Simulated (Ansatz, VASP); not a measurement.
# Cross-check of GePt2 (antifluorite type (invented)) between VASP and Ansatz

Wanted: the spread between two codes on one cell, functional and k mesh. The cell is generated by rule, not measured, and may not be a known phase. Of the first pair: The two relaxations start from unlike cells of this crystal (the structure described is Ansatz's start), so only their ends are compared.

Calculated with Ansatz 0.2.0; plane waves, with VASP 6.6.1 beside it; relaxation of cell and atoms at PBEsol.

## Step 1: The structure

The structure is cubic, space group Fm-3m (No. 225). The conventional cell has a = 6.161 Å, b = 6.161 Å, c = 6.161 Å, α = 90.00°, β = 90.00°, γ = 90.00°. Nearest to Ge lie 8 Pt at 2.67 Å. Nearest to Pt lie 4 Ge at 2.67 Å. Farther neighbours are not listed.

## Step 2: VASP: relaxation of cell and atoms, PBEsol, pair 1

The relaxed volume is the usual yardstick between codes: in a stiff, nearly cubic crystal its relative difference is about their pressure difference at one cell divided by the bulk modulus.

Lines of VASP's logs that name or quote its potential files are left out, and so is its time.

Input file INCAR:

```
SYSTEM = GePt2
PREC = Accurate
ENCUT = 500
EDIFF = 1E-07
NELM = 120
ISMEAR = 0
SIGMA = 0.1
LREAL = .FALSE.
ALGO = Normal
GGA = PS
NBANDS = 23
LASPH = .TRUE.
LORBIT = 11
LWAVE = .FALSE.
LCHARG = .FALSE.
ISIF = 3
IBRION = 2
NSW = 80
EDIFFG = -0.005
GGA_COMPAT = .FALSE.
NELMIN = 4
```

Input file POSCAR:

```
GePt2
1.0
    0.0000000000      2.9062864223      2.9062864223
    2.9062864223      0.0000000000      2.9062864223
    2.9062864223      2.9062864223      0.0000000000
Ge Pt
1 2
Direct
    0.0000000000      0.0000000000      0.0000000000
    0.2500000000      0.2500000000      0.2500000000
    0.7500000000      0.7500000000      0.7500000000
```

Input file KPOINTS:

```
Automatic mesh
0
Gamma
6 6 6
0 0 0
```

The projector-augmented-wave data sets are Ge_d and Pt (PBE family, release 64).

The run is started by

```bash
$ mpirun -np 1 vasp_std
```

Numbers of over 12 decimals in the logs are rounded to 6 here.

The program printed:

```text
[banner, memory and clock lines left out]
running    1 mpi-ranks, on    1 nodes
 distrk:  each k-point on    1 cores,    1 groups
 distr:  one band on    1 cores,    1 groups

 POSCAR found type information on POSCAR GePt
 POSCAR found :  2 types and       3 ions
|                                                                             |
|               ----> ADVICE to this user running VASP <----                  |
|                                                                             |
|     You enforced a specific xc type in the INCAR file but a different       |
|     [... a line on the potential file left out ...]
|     I HOPE YOU KNOW WHAT YOU ARE DOING!                                     |
|                                                                             |

 LDA part: xc-table for (Slater+PW92), standard interpolation
 POSCAR, INCAR and KPOINTS ok, starting setup
 FFT: planning ... GRIDC
 FFT: planning ... GRID_SOFT
 FFT: planning ... GRID
 WAVECAR not read
 entering main loop
       N       E                     dE             d eps       ncg     rms          rms(c)
DAV:   1     0.254021343958E+03    0.25402E+03   -0.16280E+04   936   0.313E+03
DAV:   2     0.812334020417E+01   -0.24590E+03   -0.22860E+03   792   0.709E+02
DAV:   3    -0.201770723758E+02   -0.28300E+02   -0.27846E+02   820   0.126E+02
DAV:   4    -0.209958470013E+02   -0.81877E+00   -0.81782E+00   848   0.219E+01
DAV:   5    -0.210151795800E+02   -0.19333E-01   -0.19332E-01   844   0.376E+00    0.152E+01
DAV:   6    -0.200625874538E+02    0.95259E+00   -0.26852E+00   813   0.126E+01    0.694E+00
DAV:   7    -0.199969743699E+02    0.65613E-01   -0.80396E-02   980   0.492E+00    0.385E+00
DAV:   8    -0.199736161117E+02    0.23358E-01   -0.29132E-02   983   0.211E+00    0.231E-01
DAV:   9    -0.199728503803E+02    0.76573E-03   -0.37062E-03   932   0.123E+00    0.111E-01
DAV:  10    -0.199728554657E+02   -0.50853E-05   -0.16904E-04   842   0.111E-01    0.375E-02
DAV:  11    -0.199728568407E+02   -0.13751E-05   -0.60877E-06   985   0.325E-02    0.124E-02
DAV:  12    -0.199728576493E+02   -0.80854E-06   -0.51648E-07   845   0.716E-03    0.127E-03
DAV:  13    -0.199728576164E+02    0.32867E-07   -0.29172E-08   487   0.141E-03
   1 F= -.19972858E+02 E0= -.19969188E+02  d E =-.199729E+02
 curvature:   0.00 expect dE= 0.000E+00 dE for cont linesearch  0.000E+00
 trial: gam= 0.00000 g(F)=  0.110E-45 g(S)=  0.309E-04 ort = 0.000E+00 (trialstep = 0.100E+01)
 search vector abs. value=  0.309E-04
 bond charge predicted
       N       E                     dE             d eps       ncg     rms          rms(c)
DAV:   1    -0.199733822532E+02   -0.52460E-03   -0.85328E-03   976   0.122E+00    0.150E-01
DAV:   2    -0.199729051638E+02    0.47709E-03   -0.10607E-03   841   0.338E-01    0.552E-02
DAV:   3    -0.199728546230E+02    0.50541E-04   -0.58277E-05   948   0.137E-01    0.297E-02
DAV:   4    -0.199728396892E+02    0.14934E-04   -0.19693E-05   933   0.651E-02    0.918E-03
DAV:   5    -0.199728396168E+02    0.72384E-07   -0.34975E-06   968   0.335E-02    0.150E-03
DAV:   6    -0.199728394802E+02    0.13656E-06   -0.27482E-07   693   0.116E-02    0.100E-03
DAV:   7    -0.199728394906E+02   -0.10396E-07   -0.28868E-08   410   0.151E-03
   2 F= -.19972839E+02 E0= -.19969161E+02  d E =0.181258E-04
 trial-energy change:    0.000018  1 .order    0.000018   -0.000031    0.000068
 step:   0.3136(harm=  0.3136)  dis= 0.00000  next Energy=   -19.972862 (dE=-0.485E-05)
 bond charge predicted
       N       E                     dE             d eps       ncg     rms          rms(c)
DAV:   1    -0.199731197212E+02   -0.28024E-03   -0.40268E-03   969   0.842E-01    0.103E-01
DAV:   2    -0.199728960913E+02    0.22363E-03   -0.49514E-04   841   0.232E-01    0.379E-02
DAV:   3    -0.199728714872E+02    0.24604E-04   -0.27692E-05   948   0.936E-02    0.203E-02
DAV:   4    -0.199728632720E+02    0.82152E-05   -0.90715E-06   919   0.442E-02    0.626E-03
DAV:   5    -0.199728623285E+02    0.94350E-06   -0.15829E-06   847   0.227E-02    0.103E-03
DAV:   6    -0.199728623251E+02    0.34315E-08   -0.13316E-07   445   0.800E-03
   3 F= -.19972862E+02 E0= -.19969190E+02  d E =-.470872E-05
 curvature:  -0.16 expect dE=-0.837E-07 dE for cont linesearch -0.837E-07
 trial: gam= 0.00000 g(F)=  0.102E-45 g(S)=  0.534E-06 ort =-0.406E-05 (trialstep = 0.863E+00)
 search vector abs. value=  0.534E-06
 reached required accuracy - stopping structural energy minimisation
```

Parts of OUTCAR (step 2):

```text
ion  position               nearest neighbor table
   1  0.000  0.000  0.000-   3 2.52   3 2.52   3 2.52   2 2.52   3 2.52   2 2.52   2 2.52   2 2.52

  LATTYP: Found a face centered cubic cell.
 ALAT       =     5.8125728446

 Subroutine GETGRP returns: Found 48 space group operations
 (whereof 48 operations were pure point group operations)

The static configuration has the point symmetry O_h .

 Found     16 irreducible k-points:

   k-points           NKPTS =     16   k-points in BZ     NKDIM =     16   number of bands    NBANDS=     23

   dimension x,y,z NGX =    30 NGY =   30 NGZ =   30
   dimension x,y,z NGXF=    60 NGYF=   60 NGZF=   60

   ENCUT  =  500.0 eV  36.75 Ry    6.06 a.u.   7.49  7.49  7.49*2*pi/ulx,y,z

   NELECT =      34.0000    total number of electrons

 k-points in reciprocal lattice and weights: Automatic mesh
   0.00000000  0.00000000  0.00000000       0.005
   0.16666667  0.00000000  0.00000000       0.037
   0.33333333  0.00000000  0.00000000       0.037
   0.50000000  0.00000000  0.00000000       0.019
   0.16666667  0.16666667  0.00000000       0.028
   0.33333333  0.16666667  0.00000000       0.111
   0.50000000  0.16666667  0.00000000       0.111
  -0.33333333  0.16666667  0.00000000       0.111
  -0.16666667  0.16666667  0.00000000       0.056
[...]
-0.33333333  0.33333333  0.16666667       0.111
  -0.33333333  0.50000000  0.16666667       0.056

 average (electrostatic) potential at core
       1 -69.9787       2 -64.7710       3 -64.7710

 E-fermi :   9.6747

 k-point     1 :       0.0000    0.0000    0.0000
  band No.  band energies     occupation
    ...
     12       7.5542      2.00000
     13       7.5542      2.00000
     14       7.5542      2.00000
     15       8.9093      2.00000
     16       8.9093      2.00000
     17      11.0758      0.00000
     18      14.1615      0.00000
     19      14.1615      0.00000
     20      14.1615      0.00000
     21      14.4779      0.00000
    ...

 k-point     2 :       0.1667    0.0000    0.0000
  band No.  band energies     occupation
    ...
     12       7.1684      2.00000
     13       7.3029      2.00000
     14       7.3029      2.00000
     15       8.2378      2.00000
     16       8.2378      2.00000
     17      10.7572      0.00000
     18      11.8238      0.00000
     19      13.7174      0.00000
     20      13.7174      0.00000
     21      15.4012      0.00000
    ...

 k-point     3 :       0.3333    0.0000    0.0000
  band No.  band energies     occupation
    ...
     13       6.6186      2.00000
     14       6.6186      2.00000
     15       6.9828      2.00000
     16       6.9828      2.00000
     17       7.8449      2.00000
     18      12.3526      0.00000
     19      13.4724      0.00000
     20      13.4724      0.00000
     21      16.5850      0.00000
     22      16.5850      0.00000
    ...

  Total        0.0033263      0.0033263      0.0033263     -0.0000000      0.0000000      0.0000000
  in kB        0.1085894      0.1085894      0.1085894     -0.0000000      0.0000000      0.0000000
  external PRESSURE =       0.1085894 kB  Pullay stress =       0.0000000 kB

  energy-cutoff  :      500.00
  volume of cell :       49.08
      direct lattice vectors                 reciprocal lattice vectors
    -0.000000000  2.905915191  2.905915191    -0.172062833  0.172062833  0.172062833
     2.905915191  0.000000000  2.905915191     0.172062833 -0.172062833  0.172062833
     2.905915191  2.905915191 -0.000000000     0.172062833  0.172062833 -0.172062833

 POSITION                                       TOTAL-FORCE (eV/Angst)
 -----------------------------------------------------------------------------------
      0.00000      0.00000      0.00000        -0.000000      0.000000     -0.000000
      1.45296      1.45296      1.45296        -0.000000     -0.000000     -0.000000
      4.35887      4.35887      4.35887         0.000000      0.000000      0.000000
 -----------------------------------------------------------------------------------
    total drift:                                0.000000     -0.000000     -0.000000

  FREE ENERGIE OF THE ION-ELECTRON SYSTEM (eV)
  ---------------------------------------------------
  free  energy   TOTEN  =       -19.9728623251 eV

  energy  without entropy=      -19.9655186443  energy(sigma->0) =      -19.96919048

 reached required accuracy - stopping structural energy minimisation

 total charge
# of ion       s       p       d       tot
------------------------------------------
    1        1.058   1.255  10.191  12.504
    2        0.632   0.575   8.177   9.384
    3        0.632   0.575   8.177   9.384
--------------------------------------------------
tot          2.321   2.405  26.545  31.272

[... 3 further parts left out ...]
```

The k-mesh is coarse for a metal.

## Step 3: Ansatz: relaxation of cell and atoms, PBEsol, pair 1

Ansatz runs on its default PAW (the set named soft_2) files.

Its own start cell and the same functional, mesh and smearing now go to Ansatz, which takes its cutoff from its data sets.

Input file input.yaml:

```yaml
crystal:
  lattice:
    - [0.0, 3.08039, 3.08039]
    - [3.08039, 0.0, 3.08039]
    - [3.08039, 3.08039, 0.0]
  atoms:
    - { symbol: Ge, position: [0.0, 0.0, 0.0] }
    - { symbol: Pt, position: [0.25, 0.25, 0.25] }
    - { symbol: Pt, position: [0.75, 0.75, 0.75] }
kpoints:
  mp_grid: { grid: [6, 6, 6] }
hamiltonian:
  xc: pbesol
scf:
  occupations: { method: gaussian, width: 0.1 }
output:
  forces: true
  stress: true
  eigenvalues: true
relax:
  adjacent_minimum: "off"
  f_tol: 0.05
  max_steps: 80
  cell: { stress_tol: 0.5 }
```

The run is started by

```bash
$ ansatz run input.yaml --threads 2 --pin off --max-ram 5120MiB --backend cpu --events-out ev --progress --plain --runs-dir out
```

The program printed:

```text
The last accepted step is kept in <dir> (removed where the run ends without a failure and the disk answers)
Engine: ansatz 0.2.0, x86_64-unknown-linux-gnu
Pseudopotentials: kind: paw
Pseudopotential: Ge, paw, valence charge 14, recommended cutoff 420 eV (normal), Ge.paw.azcp
Pseudopotential: Pt, paw, valence charge 18, recommended cutoff 420 eV (normal), Pt.paw.azcp
Functional definition: PBEsol
  exchange = pbesol_x
  correlation = pbesol_c
Crystal: 3 atoms, lattice volume = 58.458 Å³
Basis set: ecut = 420 eV, 1139 PW (Γ), exchange–correlation on 60×60×60 points (8 copies of the dense FFT grid, shifted against one another)
Bands: 30, of which v1, the nominal top of the filled ones, is band 25 counted from 1 (24 counted from 0)
Symmetry: 48 space group operations
Space group: Fm-3m (ITA 225), of the structure as read, at distance tolerance 3.9e-5 Å
k-points: 16 of 216
Non-local potential: Ge, projectors of the file, l = 0: 2, l = 1: 2, l = 2: 3, l = 3: 1
Non-local potential: Pt, projectors of the file, l = 0: 3, l = 1: 2, l = 2: 2, l = 3: 1
PAW form: soft (Blöchl's): semilocal exchange-correlation on the pseudo side does not see the compensation charge
PAW frozen core: Ge, regenerated for the run's functional, and the local potential with it (the file was generated under x = pbe(κ = 0.804, μ = 0.219515), c = pbe(β = 0.066725))
PAW frozen core: Pt, regenerated for the run's functional, and the local potential with it (the file was generated under x = pbe(κ = 0.804, μ = 0.219515), c = pbe(β = 0.066725))
PAW one-centre angular grid: Ge, 590 points (default); XC on 64 Gauss nodes
PAW one-centre angular grid: Pt, 590 points (default); XC on 64 Gauss nodes
Initial density: superposition of atomic densities (neutral atoms: chi_scale 0, normalization atom), corrected by the library's trained network
Initial wavefunctions: pseudopotential atomic-orbital guess
Functional: x = pbesol(κ = 0.804, μ = 0.123457), c = pbesol(β = 0.046)
SCF iter   1: F=—  HF=-29021.476009 eV  |F-HF|=—  |Δ(HF+E_count)|=         —  Δρ=9.29e-3  dr2=6.80e-2  ethr=1.77e-3  ⟨swp⟩=5.7  Hψ=1741  notcnv=0
preconditioner: auto → LDOS  [metal: Δε(μ)=0.095 eV  Ē_g=13.784 eV  σ=0.100 eV  W_gap=0.48  n_scr=14 (ndim 8)  ℏωp=28.3 eV  f_vac=0.039  D(μ)=2.15/eV (n_scr^D=14)  β→1.0]
SCF iter   2: F=—  HF=-29021.470991 eV  |F-HF|=—  |Δ(HF+E_count)|=   5.02e-3  Δρ=7.81e-3  dr2=3.78e-2  ethr=1.36e-4  ⟨swp⟩=2.9  Hψ=1038  notcnv=0  defer=12
SCF iter   3: F=—  HF=-29021.460501 eV  |F-HF|=—  |Δ(HF+E_count)|=   1.05e-2  Δρ=7.58e-4  dr2=3.03e-4  ethr=7.56e-5  ⟨swp⟩=3.0  Hψ=895  notcnv=0  defer=12
SCF iter   4: F=—  HF=-29021.460421 eV  |F-HF|=—  |Δ(HF+E_count)|=   7.98e-5  Δρ=1.77e-4  dr2=1.72e-5  ethr=6.06e-7  ⟨swp⟩=2.0  Hψ=726  notcnv=0  defer=12
SCF iter   5: F=—  HF=-29021.460404 eV  |F-HF|=—  |Δ(HF+E_count)|=   1.73e-5  Δρ=5.35e-5  dr2=4.13e-7  ethr=3.45e-8  ⟨swp⟩=2.0  Hψ=725  notcnv=0  defer=12
SCF iter   6: F=-29021.460404 eV  HF=-29021.460404 eV  |F-HF|=1.35e-9  |Δ(HF+E_count)|=   4.09e-7  Δρ=3.42e-6  dr2=2.85e-9  ethr=2.00e-10  ⟨swp⟩=6.8  Hψ=1873  notcnv=0
SCF 1 converged in 6 iterations: F = -29021.460404 eV  dr2 = 2.85e-9
  greatest PAW one-centre occupation: 1.000 electrons in one spin orbital (limit 2), on the Pt atom at site 2 (counted from 0), in its partial waves of l = 0
relax step   1: F+E_penalty+E_count = -29021.46040429 eV  Δ(F+E_penalty+E_count) = +0.000e0 eV  max|allowed force component| = 1.234e-17 eV/Å  Δτ_max = 0.0000 Å  P = -22.582 GPa  Ω = 58.458 Å³  (6 SCF iters, dr2 threshold 1.00e-7 eV, accepted)
[...]
relax step   2: F+E_penalty+E_count = -29022.24056746 eV  Δ(F+E_penalty+E_count) = -7.802e-1 eV  max|allowed force component| = 2.390e-17 eV/Å  Δτ_max = 0.0000 Å  P = -4.830 GPa  Ω = 50.319 Å³  energy of the carried Pulay correction = +2.090e-3 eV  (6 SCF iters, dr2 threshold 3.00e-7 eV, accepted)
[...]
relax step   3: F+E_penalty+E_count = -29022.25602028 eV  Δ(F+E_penalty+E_count) = -1.545e-2 eV  max|allowed force component| = 2.005e-17 eV/Å  Δτ_max = 0.0000 Å  P = +2.486 GPa  Ω = 48.485 Å³  energy of the carried Pulay correction = +2.605e-3 eV  (5 SCF iters, dr2 threshold 3.00e-7 eV, accepted)
[...]
relax step   4: F+E_penalty+E_count = -29022.26028171 eV  Δ(F+E_penalty+E_count) = -4.261e-3 eV  max|allowed force component| = 6.168e-18 eV/Å  Δτ_max = 0.0000 Å  P = -0.118 GPa  Ω = 49.093 Å³  energy of the carried Pulay correction = +2.432e-3 eV  (5 SCF iters, dr2 threshold 3.00e-7 eV, accepted)
[...]
relax step   5: F+E_penalty+E_count = -29022.25700665 eV  Δ(F+E_penalty+E_count) = +3.275e-3 eV  max|allowed force component| = 7.132e-18 eV/Å  Δτ_max = 0.0000 Å  P = -0.101 GPa  Ω = 49.093 Å³  stress off target by 1.01e-1 GPa  SCF on the basis re-selected at this cell (its energy is not comparable with the rows above)  (5 SCF iters)
basis re-selected at this cell: Δ(F+E_penalty+E_count) = +3.275e-3 eV, ΔP = +0.017 GPa vs the last step (what re-selecting the basis moved, of the pressure what is left beyond the Pulay correction that the steps carried, after the strain that the cell walked since its last selection, with what the two solves' SCF thresholds leave and, on support functions, any second-order correction that the steps lacked; it is no m [...]
SCF converged after 5 iterations
Free energy (F): -29022.257007 eV
Harris-Foulkes:  -29022.257007 eV  (|F-HF|=2.12e-9)
Internal energy: -29022.249674 eV  (E = F + TS)
E sigma→0 (E₀):  -29022.253340 eV
Entropy (-TS):   -0.007333 eV (-2.444 meV/atom)
Fermi energy:    18.772195 eV
--- Per-component energies (eV) ---
  E_band       = -463.013911
  E_kinetic    = 1391.751514
  E_local      = -5614.796412  (includes V_loc(G=0)·N_el)
  E_nonlocal   = 828.991241
  E_hartree    = 2251.552622
  E_xc         = -596.848323
  E_vxc        = -671.262865  (∫ρ·V_xc dr)
  E_paw        = -20615.151069  (= ΣΔE_a)
  E_vpaw       = -900.804254  (= ΣTr[D̂ρ^β])
  E_aug_tail   = 0.000676  (compensation charges beyond the density's cutoff)
  E_ewald      = -6669.241822
  E_core_change = 1.491899  (= ΣΔE_core)
  E_smearing   = -0.007333  (= −TS)
  E_closure    = 0.000000  (closes the sum)
  Σ components = -29022.257007   (vs F -29022.257007, Δ=0.00e0)
--- Forces (eV/Å), atoms counted from 1 ---
  atom   1  Ge     0.00000000    -0.00000000    -0.00000000
  atom   2  Pt     0.00000000    -0.00000000     0.00000000
  atom   3  Pt     0.00000000     0.00000000     0.00000000
  max |Σ_I F_I| component: 1.39e-17 eV/Å
--- Stress (GPa, compression-positive) ---
       -0.101329       0.000000       0.000000
        0.000000      -0.101329       0.000000
        0.000000       0.000000      -0.101329
  P = ⅓ Tr σ = -0.1013 GPa (-1.013 kbar)
--- Band table (eV; the first three rows and the last of 16) ---
  k-point 0: bands = [... 21 lower, 16.6466, 18.0042, 18.0042, 20.1614, 23.2536, 23.2536, 23.2536, 23.5779, ... 1 higher]
  k-point 1: bands = [... 21 lower, 16.3952, 17.3319, 17.3319, 19.8538, 20.9136, 22.8157, 22.8157, 24.4969, ... 1 higher]
  k-point 2: bands = [... 21 lower, 15.7104, 16.0754, 16.0754, 16.9435, 21.4452, 22.5712, 22.5712, 25.6711, ... 1 higher]
  k-point 15: bands = [... 21 lower, 15.6451, 15.7435, 16.4217, 16.8194, 18.6417, 18.6901, 23.8754, 25.2802, ... 1 higher]
--- Relaxed structure (4 steps of the walk, 4 accepted, 1 SCFs on fresh bases) ---
  F+E_penalty+E_count = -29022.25700665 eV   max|allowed force component| = 7.132e-18 eV/Å   (the final SCF, on the basis selected at the relaxed cell)
  cell:  # Å, volume = 49.0931 Å³
    - [0, 2.906232, 2.906232]
    - [2.906232, 0, 2.906232]
    - [2.906232, 2.906232, 0]
  atoms:
    - { symbol: Ge, position: [0, 0, 0] }
    - { symbol: Pt, position: [0.250000, 0.250000, 0.250000] }
    - { symbol: Pt, position: [0.750000, 0.750000, 0.750000] }
```

Reading the cycles: dr2 is the Hartree energy of the density residual (eV), the measure of convergence; HF is the Harris–Foulkes estimate of the energy, which meets the free energy F at convergence.

## Step 4: Side by side

Known differences besides the potentials themselves: the data sets hold 50 valence electrons in Ansatz (on its default PAW (the set named soft_2) files) and 34 in VASP; the cutoff is 420 eV in Ansatz and 500 eV in VASP; Ansatz makes its cores anew for this functional, VASP keeps those of its PBE data sets; Ansatz adds a Pulay correction to the stress that steers its cell, VASP none. Total energies have different zeros and are not compared.

Compared:

```csv
quantity,Ansatz,VASP,difference
volume (Å³),49.09,49.08,+0.03 %
"edge a after relaxation, in the typed setting (Å)",4.110,4.110,+0.01 %
```

(Part 1 of 2 ends here.)

[Lines on the potential files, build, host, timing and source positions are cut from VASP's logs without a mark.]

[Logs are printed without paths, hosts, clocks, repeated set-up lines and the standing remarks that a program may print on its own settings, such as how far it seeks lower states.]

[Hosts, paths, dates, database ids (printed as entryN), source tags and the programs' standing remarks are cut or masked in the printed files.]
